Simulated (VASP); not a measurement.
Input for VASP

KPOINTS:
```
Automatic mesh
0
Gamma
4 4 4
0 0 0
```

INCAR:
```
# general
SYSTEM =GeF4
PREC   =Accurate
ENCUT  =500
LREAL  =F   # projection in real space or not
LASPH  =T   # aspherical one-centre terms

# electronic loop
EDIFF  =1E-6   # SCF stop (eV)
NELM   =100
ALGO   =Normal   # blocked Davidson
LMAXMIX=4

# smearing
ISMEAR =0   # Gaussian
SIGMA  =0.05

# functional
GGA    =PE   # PBE

# output
LWAVE  =T
LCHARG =F
```

File POSCAR:
```
GeF4
4.8240710
 -0.5773502265   0.5773502265   0.5773502265
  0.5773502265  -0.5773502265   0.5773502265
  0.5773502265   0.5773502265  -0.5773502265
Ge F
1 4
Cart
  0.0000000000   0.0000000000   0.0000000000
  0.3719829027  -0.3719829027   0.3719829027
  0.2053673238   0.2053673238   0.2053673238
 -0.3719829027   0.3719829027   0.3719829027
  0.3719829027   0.3719829027  -0.3719829027
```

POTCAR, in this order: Ge_d F (PBE.64 set). Program: vasp_std.

### Question
Translate this PBE calculation to Ansatz.

### Answer
One equivalent input (not run):
Ansatz 0.2 input:
```yaml
crystal:
  lattice:
    - [-2.7851785, 2.7851785, 2.7851785]
    - [2.7851785, -2.7851785, 2.7851785]
    - [2.7851785, 2.7851785, -2.7851785]
  atoms:
    - { symbol: Ge, position: [0.0000000, 0.0000000, 0.0000000] }
    - { symbol: F, position: [0.0000000, 0.6442933, 0.0000000] }
    - { symbol: F, position: [0.3557067, 0.3557067, 0.3557067] }
    - { symbol: F, position: [0.6442933, 0.0000000, 0.0000000] }
    - { symbol: F, position: [0.0000000, 0.0000000, 0.6442933] }
kpoints:
  mp_grid: { grid: [4, 4, 4] }
hamiltonian:
  xc: pbe
  pseudopotentials: { kind: paw }
scf:
  occupations: { method: gaussian, width: 0.05 }
  max_iter: 100
output: { forces: true, stress: true, eigenvalues: true }
```
Limits of the translation: each code has its own PAW files, so the cut-off isn't converted (ENCUT is set for VASP's; basis.ecutwfc is left out, and Ansatz then takes the one that its files recommend); Ansatz stops its SCF on the density residual and VASP on the energy change (EDIFF).

The structure comes from a computed database's GeF4 entry (I-43m); how it stands against other phases isn't given here. It was relaxed first, which changed the volume by +15 %.
